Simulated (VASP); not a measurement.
# Zn: single point with LDA

The system is Zn.

```xyz
1
Lattice="-1.5455 1.5455 1.5455 1.5455 -1.5455 1.5455 1.5455 1.5455 -1.5455" Properties=species:S:1:pos:R:3 pbc="T T T"
Zn    0.0000    0.0000    0.0000
```

This isn't the form of Zn at room conditions, which is hcp.

```
Program             : VASP 6.6.1
Task                : single point
Functional          : LDA
Potentials or basis : VASP PAW LDA potentials, release 64 (Zn)
Cutoff              : 520 eV
k mesh              : 16 × 16 × 16
Occupations         : fermi-dirac, width 0.1 eV
Spin                : no spin polarisation
```

```yaml
Pressure: -5.2 GPa
Band_gap_on_the_k_mesh: none (metal or under the smearing width)
```

Levels at points of the mesh, in eV from the Fermi level:
| k point | band 4 | band 5 | band 6 | band 7 | band 8 | band 9 |
| --- | --- | --- | --- | --- | --- | --- |
| (0.00, 0.00, 0.00) | -8.00 | -7.45 | -7.45 | 19.44 | 19.44 | 19.44 |
| (0.50, 0.00, 0.00) | -7.42 | -7.09 | -2.85 | -1.01 | 11.47 | 12.92 |
| (0.50, 0.50, 0.50) | -7.18 | -7.18 | 4.17 | 4.17 | 4.17 | 7.77 |

Wall time 14 s on 1 thread of Intel(R) Xeon(R) Platinum 8375C CPU @ 2.90GHz (Ice Lake) (shared host), peak memory 0.13 GiB.
